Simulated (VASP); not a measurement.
Computed with PBE GGA, VASP's PBE PAW potentials (set 64) (plane waves; VASP).

Input for VASP

File KPOINTS:
```
Automatic mesh
0
G
13 13 13
```

**POSCAR**
```
CoAl
1
    2.7333010198    -0.0000000000     0.0000000000
    0.0000000000     2.7333010198     0.0000000000
    0.0000000000     0.0000000000     2.7333010198
Al Co
1 1
Direct
  0.5000000000   0.5000000000   0.5000000000
  0.0000000000   0.0000000000   0.0000000000
```

INCAR:
```
SYSTEM = CoAl
PREC = Accurate; ENCUT = 500; LREAL = .FALSE.
LASPH = .TRUE.
EDIFF = 1E-6; NELM = 100; ALGO = Normal
LMAXMIX = 4
ISMEAR = 1; SIGMA = 0.1
GGA = PE
IBRION = 2; NSW = 40; ISIF = 3
EDIFFG = -0.02; PSTRESS = 300
LWAVE = .FALSE.; LCHARG = .FALSE.
```

POTCAR, in this order: Al Co (PBE.64 set). Program: vasp_std.

What VASP printed:

### OUTCAR
```
 ion  position               nearest neighbor table
   1  0.500  0.500  0.500-   2 2.37   2 2.37   2 2.37   2 2.37   2 2.37   2 2.37   2 2.37   2 2.37
  LATTYP: Found a simple cubic cell.
 ALAT       =     2.7333010198
 Subroutine PRICEL returns:
 Original cell was already a primitive cell.
 Subroutine GETGRP returns: Found 48 space group operations
The static configuration has the point symmetry O_h .
The dynamic configuration has the point symmetry O_h .
 Subroutine INISYM returns: Found 48 space group operations
 Subroutine IBZKPT returns following result:
 Found     84 irreducible k-points:

 Following reciprocal coordinates:
            Coordinates               Weight
  0.000000  0.000000  0.000000      1.000000
  0.076923  0.000000  0.000000      6.000000
  0.153846  0.000000  0.000000      6.000000
  0.230769  0.000000  0.000000      6.000000
  0.307692  0.000000  0.000000      6.000000
  0.384615  0.000000  0.000000      6.000000
  0.461538  0.000000  0.000000      6.000000
  0.076923  0.076923  0.000000     12.000000
  0.153846  0.076923  0.000000     24.000000
  0.230769  0.076923  0.000000     24.000000
  0.307692  0.076923  0.000000     24.000000
  0.384615  0.076923  0.000000     24.000000
  0.461538  0.076923  0.000000     24.000000
  0.153846  0.153846  0.000000     12.000000
  0.230769  0.153846  0.000000     24.000000
  0.307692  0.153846  0.000000     24.000000
  0.384615  0.153846  0.000000     24.000000
  0.461538  0.153846  0.000000     24.000000
  0.230769  0.230769  0.000000     12.000000
  0.307692  0.230769  0.000000     24.000000
  0.384615  0.230769  0.000000     24.000000
  0.461538  0.230769  0.000000     24.000000
  0.307692  0.307692  0.000000     12.000000
  0.384615  0.307692  0.000000     24.000000
  0.461538  0.307692  0.000000     24.000000
...
```

OSZICAR:
```
       N       E                     dE             d eps       ncg     rms          rms(c)
DAV:   1     0.356510913306E+02    0.35651E+02   -0.53468E+03  1704   0.126E+03
DAV:   2    -0.122539141037E+02   -0.47905E+02   -0.45479E+02  1696   0.190E+02
DAV:   3    -0.134543754439E+02   -0.12005E+01   -0.11851E+01  2028   0.401E+01
DAV:   4    -0.134749454560E+02   -0.20570E-01   -0.20563E-01  2014   0.466E+00
DAV:   5    -0.134755584863E+02   -0.61303E-03   -0.61302E-03  1924   0.790E-01    0.136E+01
DAV:   6    -0.152318166217E+02   -0.17563E+01   -0.61706E+01  1858   0.123E+02    0.149E+01
DAV:   7    -0.117978128451E+02    0.34340E+01   -0.27165E+01  1856   0.779E+01    0.210E+00
DAV:   8    -0.117741395432E+02    0.23673E-01   -0.19539E-01  1808   0.433E+00    0.117E+00
DAV:   9    -0.117591822905E+02    0.14957E-01   -0.49758E-02  2046   0.325E+00    0.292E-01
DAV:  10    -0.117588373706E+02    0.34492E-03   -0.14028E-03  2346   0.563E-01    0.164E-01
DAV:  11    -0.117588235435E+02    0.13827E-04   -0.23290E-05  1908   0.447E-02    0.162E-02
DAV:  12    -0.117588189880E+02    0.45555E-05   -0.25996E-05  1960   0.778E-02    0.546E-03
DAV:  13    -0.117588190832E+02   -0.95217E-07   -0.29833E-07   894   0.590E-03
   1 F= -.79352137E+01 E0= -.79350410E+01  d E =-.793521E+01
```

**OUTCAR**
```
------------------------ aborting loop because EDIFF is reached ----------------------------------------
  FORCE on cell =-STRESS in cart. coord.  units (eV):
  Direction    XX          YY          ZZ          XY          YZ          ZX
  --------------------------------------------------------------------------------------
  Total        3.8044335      3.8044335      3.8044335      0.0000000      0.0000000     -0.0000000
  in kB      298.4957756    298.4957756    298.4957756      0.0000000      0.0000000     -0.0000000
  external PRESSURE =      -1.5042244 kB  Pullay stress =     300.0000000 kB
  volume of cell :       20.42
      direct lattice vectors                 reciprocal lattice vectors
     2.733301020  0.000000000  0.000000000     0.365857984  0.000000000  0.000000000
     0.000000000  2.733301020  0.000000000     0.000000000  0.365857984  0.000000000
     0.000000000  0.000000000  2.733301020     0.000000000  0.000000000  0.365857984
 POSITION                                       TOTAL-FORCE (eV/Angst)
 -----------------------------------------------------------------------------------
      1.36665      1.36665      1.36665         0.000000      0.000000      0.000000
      0.00000      0.00000      0.00000         0.000000      0.000000      0.000000
 -----------------------------------------------------------------------------------
    total drift:                               -0.000000      0.000000     -0.000000
  FREE ENERGIE OF THE ION-ELECTRON SYSTEM (eV)
  ---------------------------------------------------
  free  energy   TOTEN  =       -11.7588190832 eV

  energy  without entropy=      -11.7583008288  energy(sigma->0) =      -11.75864633
  enthalpy is  TOTEN    =        -7.9352137164 eV   P V=        3.8236053668

 reached required accuracy - stopping structural energy minimisation
```
(Selected blocks of OUTCAR.)

The compound is CoAl in the CsCl type structure. It was relaxed first under an external pressure of 30 GPa. The run is not spin-polarised, so no magnetic state was tried.
